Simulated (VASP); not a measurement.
A run of VASP 6.6.1 is set up as follows.

File POSCAR:

```
Al2Cu
1.0
   -3.0301903087      3.0301903087      2.4403144703
    3.0301903087     -3.0301903087      2.4403144703
    3.0301903087      3.0301903087     -2.4403144703
  Al              Cu
     4     2
Direct
     0.6583330524536748    0.1583330524536747    0.8166661049073564
     0.1583330524536747    0.3416669475463254    0.5000000000000000
     0.3416669475463254    0.8416669475463252    0.1833338950926435
     0.8416669475463252    0.6583330524536748    0.5000000000000000
     0.2500000000000000    0.2500000000000000    0.0000000000000000
     0.7500000000000000    0.7500000000000000    0.0000000000000000
```

INCAR.step1

```
PREC = Accurate
ENCUT = 600
EDIFF = 1E-8
ISMEAR = 1
SIGMA = 0.2
LREAL = False
LASPH = True
NELM = 100
ALGO = Fast
ISIF = 3
LWAVE = False
LCHARG = False
GGA = PE
KPAR = 16
IBRION = 2
NSW = 40
EDIFFG = -0.002
```

The input INCAR.step2:

```
PREC = Accurate
ENCUT = 600
EDIFF = 1E-8
ISMEAR = 1
SIGMA = 0.2
LREAL = False
LASPH = True
NELM = 100
ALGO = Fast
ISIF = 3
LWAVE = False
LCHARG = False
GGA = PE
KPAR = 16
IBRION = 6
NFREE = 2
POTIM = 0.015
NSW = 1
```

KPOINTS

```
regular mesh
0
Gamma
  14 14 14
```

Potentials or basis: VASP PAW PBE potentials, release 64 (Al, Cu).

Run with:

```bash
$ cat potpaw_PBE.64/Al/POTCAR potpaw_PBE.64/Cu/POTCAR > POTCAR
$ cp INCAR.step1 INCAR
$ mpirun -np 16 vasp_std > vasp.out
$ cp CONTCAR POSCAR
$ cp INCAR.step2 INCAR
$ mpirun -np 16 vasp_std > vasp.out
```

(1) What does it give for the Voigt bulk modulus?

(2) What does it give for the highest phonon frequency at Γ, LO-TO splitting left out?

Results:

(1) 99 GPa.

(2) 311 cm⁻¹.
